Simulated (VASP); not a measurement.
A run of VASP 6.6.1 is set up as follows.

File INCAR:

```
SYSTEM = LiN2F
ALGO = Fast
EDIFF = 1E-6
ENCUT = 520
GGA = PE
ISIF = 2
ISMEAR = -1
IVDW = 12
LASPH = .True.
LCHARG = .False.
LREAL = .False.
LWAVE = .False.
NBANDS = 42
NELM = 100
PREC = Accurate
SIGMA = 0.02
```

The input KPOINTS:

```
k-points
0
Gamma
  1 1 1
  0 0 0
```

File POSCAR:

```
LiN2F
1.0
    6.3163600000      0.0000000000      0.0000000000
    0.0000000000      6.3163600000      0.0000000000
    0.0000000000      0.0000000000      6.3163600000
N Li F
6 3 3
Direct
    0.5869519787      0.3808997587      0.2013659766
    0.5530083782      0.3268654732      0.3635479928
    0.1468250701      0.6316929371      0.1575432686
    0.0971287260      0.6480789569      0.3236357649
    0.5196980539      0.7615462070      0.7024615443
    0.6816900873      0.8236547632      0.7414871857
    0.0364767049      0.1419488440      0.0047812348
    1.1062858988      1.1860470271      0.5393929415
    1.1742522592      0.6745657309      0.6906509445
    0.0191566029      0.1433737152      0.2721187519
    1.1496653136      0.9442147059      0.7679422959
    1.0984966025      0.3949109930      0.7285525208
```

Potentials or basis: VASP PAW PBE potentials, release 64 (N, Li_sv, F).

The run is started by

```bash
$ cat potpaw_PBE.64/N/POTCAR potpaw_PBE.64/Li_sv/POTCAR potpaw_PBE.64/F/POTCAR > POTCAR
$ mpirun -np 1 vasp_gam > vasp.out
```

Q: What does it give for the band gap on the k mesh?

A: 4.43 eV, direct.

Q: Predict the dispersion energy per atom.

A: -0.061 eV.

Q: What does it give for the largest force?

A: 1.926 eV/Å.

Forces on the atoms (eV/Å):
```
N    0.421  0.574 -1.721
N   -0.400 -0.592  1.729
N    0.486 -0.124 -1.860
N   -0.413  0.265  1.832
N    1.589  0.373  0.288
N   -1.493 -0.578 -0.339
Li   0.461 -0.107 -1.058
Li  -0.102 -0.452  0.285
Li  -0.322 -0.243  0.322
F    0.111  0.043  0.381
F   -0.388  0.581  0.002
F    0.050  0.259  0.137
```

Caveat: the standard files for N, O and F lose accuracy on very short bonds. A hybrid or GW would open this gap; PBE tends to underestimate it.
